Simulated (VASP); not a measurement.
Level of theory: RPBE GGA, VASP's PBE PAW potentials (set 64) (plane waves; VASP).

VASP ran on this input.

**POSCAR**
```
AgCl
1
    0.0000000000     2.7750000000     2.7750000000
    2.7750000000     0.0000000000     2.7750000000
    2.7750000000     2.7750000000     0.0000000000
Ag Cl
1 1
Direct
  0.0000000000   0.0000000000   0.0000000000
  0.5000000000   0.5000000000   0.5000000000
```

### KPOINTS
```
Automatic mesh
0
Gamma
8 8 8
0 0 0
```

### INCAR
```
! general
SYSTEM  = AgCl
PREC    = Accurate
ENCUT   = 520   ! plane-wave cut-off (eV)
LREAL   = .FALSE.   ! projection in real space or not
LASPH   = .TRUE.

! electronic loop
EDIFF   = 1E-6   ! SCF stop (eV)
NELM    = 100
ALGO    = Normal   ! blocked Davidson
LMAXMIX = 4   ! l cut-off of mixed one-centre charges

! smearing
ISMEAR  = 0
SIGMA   = 0.05

! functional
GGA     = RP   ! RPBE

! ions
IBRION  = 2   ! conjugate gradients
NSW     = 60   ! most ionic steps
ISIF    = 3   ! ions, shape and volume
EDIFFG  = -0.01

! output
LWAVE   = .FALSE.
LCHARG  = .FALSE.
```

POTCAR, in this order: Ag Cl (PBE.64 set). Program: vasp_std.

The run wrote:

File OSZICAR:
```
       N       E                     dE             d eps       ncg     rms          rms(c)
DAV:   1     0.105104672545E+03    0.10510E+03   -0.89775E+03   778   0.126E+03
DAV:   2    -0.549858735707E+00   -0.10565E+03   -0.99595E+02   884   0.256E+02
DAV:   3    -0.481603838395E+01   -0.42662E+01   -0.42535E+01   869   0.555E+01
DAV:   4    -0.485131948976E+01   -0.35281E-01   -0.35277E-01   859   0.558E+00
DAV:   5    -0.485184719059E+01   -0.52770E-03   -0.52770E-03   854   0.692E-01    0.632E+00
DAV:   6    -0.467245037043E+01    0.17940E+00   -0.29322E-01   799   0.721E+00    0.419E+00
DAV:   7    -0.466836308737E+01    0.40873E-02   -0.11575E-01   764   0.279E+00    0.201E+00
DAV:   8    -0.466921744784E+01   -0.85436E-03   -0.61790E-03   794   0.102E+00    0.268E-01
DAV:   9    -0.466951069139E+01   -0.29324E-03   -0.94394E-04   814   0.400E-01    0.398E-02
DAV:  10    -0.466967579047E+01   -0.16510E-03   -0.21301E-04   774   0.143E-01    0.384E-02
DAV:  11    -0.466969896615E+01   -0.23176E-04   -0.35264E-05   814   0.477E-02    0.405E-03
DAV:  12    -0.466969973744E+01   -0.77129E-06   -0.12269E-06   703   0.114E-02
   1 F= -.46696997E+01 E0= -.46696997E+01  d E =-.466970E+01
       N       E                     dE             d eps       ncg     rms          rms(c)
DAV:   1    -0.598289946237E+01   -0.13132E+01   -0.24593E+01   754   0.554E+01    0.831E+00
DAV:   2    -0.483876627368E+01    0.11441E+01   -0.26859E+00   754   0.217E+01    0.275E+00
DAV:   3    -0.473595159167E+01    0.10281E+00   -0.34002E-01   769   0.603E+00    0.218E+00
DAV:   4    -0.473043528564E+01    0.55163E-02   -0.12682E-02   794   0.132E+00    0.501E-01
DAV:   5    -0.472976545048E+01    0.66984E-03   -0.29054E-03   874   0.735E-01    0.150E-01
DAV:   6    -0.472981516914E+01   -0.49719E-04   -0.42031E-04   819   0.215E-01    0.346E-02
DAV:   7    -0.472982314518E+01   -0.79760E-05   -0.40726E-05   879   0.891E-02    0.193E-02
DAV:   8    -0.472982797375E+01   -0.48286E-05   -0.37913E-06   774   0.172E-02    0.560E-03
DAV:   9    -0.472982888871E+01   -0.91495E-06   -0.20639E-06   793   0.125E-02
   2 F= -.47298289E+01 E0= -.47298289E+01  d E =-.601292E-01
       N       E                     dE             d eps       ncg     rms          rms(c)
DAV:   1    -0.488810667224E+01   -0.15828E+00   -0.29824E+00   754   0.191E+01    0.278E+00
DAV:   2    -0.474474022347E+01    0.14337E+00   -0.36838E-01   754   0.775E+00    0.838E-01
DAV:   3    -0.473362669480E+01    0.11114E-01   -0.39839E-02   769   0.187E+00    0.653E-01
DAV:   4    -0.473301111259E+01    0.61558E-03   -0.14911E-03   799   0.464E-01    0.131E-01
DAV:   5    -0.473295435287E+01    0.56760E-04   -0.64402E-04   874   0.362E-01    0.315E-02
DAV:   6    -0.473294095307E+01    0.13400E-04   -0.81400E-05   759   0.113E-01    0.111E-02
DAV:   7    -0.473294289722E+01   -0.19442E-05   -0.47188E-06   784   0.337E-02    0.246E-03
DAV:   8    -0.473294269191E+01    0.20532E-06   -0.45823E-07   487   0.855E-03
   3 F= -.47329427E+01 E0= -.47329427E+01  d E =-.632430E-01
       N       E                     dE             d eps       ncg     rms          rms(c)
DAV:   1    -0.473488784079E+01   -0.19449E-02   -0.35975E-02   754   0.210E+00    0.301E-01
DAV:   2    -0.473311357407E+01    0.17743E-02   -0.47976E-03   754   0.839E-01    0.856E-02
DAV:   3    -0.473299023468E+01    0.12334E-03   -0.44615E-04   769   0.186E-01    0.655E-02
DAV:   4    -0.473299072472E+01   -0.49004E-06   -0.15054E-05   799   0.435E-02    0.154E-02
DAV:   5    -0.473299318306E+01   -0.24583E-05   -0.47641E-06   854   0.317E-02    0.351E-03
DAV:   6    -0.473299327590E+01   -0.92837E-07   -0.61463E-07   377   0.982E-03
   4 F= -.47329933E+01 E0= -.47329933E+01  d E =-.632935E-01
```

### OUTCAR
```
------------------------ aborting loop because EDIFF is reached ----------------------------------------
  FORCE on cell =-STRESS in cart. coord.  units (eV):
  Direction    XX          YY          ZZ          XY          YZ          ZX
  --------------------------------------------------------------------------------------
  Total        0.0003688      0.0003688      0.0003688      0.0000000      0.0000000     -0.0000000
  in kB        0.0123590      0.0123590      0.0123590      0.0000000      0.0000000     -0.0000000
  external PRESSURE =       0.0123590 kB  Pullay stress =       0.0000000 kB
  volume of cell :       47.81
      direct lattice vectors                 reciprocal lattice vectors
     0.000000000  2.880722293  2.880722293    -0.173567581  0.173567581  0.173567581
     2.880722293  0.000000000  2.880722293     0.173567581 -0.173567581  0.173567581
     2.880722293  2.880722293  0.000000000     0.173567581  0.173567581 -0.173567581
  FREE ENERGIE OF THE ION-ELECTRON SYSTEM (eV)
  ---------------------------------------------------
  free  energy   TOTEN  =        -4.7329932759 eV

  energy  without entropy=       -4.7329932759  energy(sigma->0) =       -4.73299328

 reached required accuracy - stopping structural energy minimisation
```
(Selected blocks of OUTCAR.)

CONTCAR:
```
AgCl
   1.00000000000000
     0.0000000000000000    2.8807222931824299    2.8807222931824299
     2.8807222931824299    0.0000000000000000    2.8807222931824299
     2.8807222931824299    2.8807222931824299    0.0000000000000000
  Ag              Cl
     1     1
Direct
     0.0000000000000000    0.0000000000000000    0.0000000000000000
     0.5000000000000000    0.5000000000000000    0.5000000000000000
```

Energy and stress use the plane-wave basis of the starting cell.

The compound is AgCl in the rock salt structure. This run relaxes it. Symmetry was kept, so distortions that lower it aren't found.
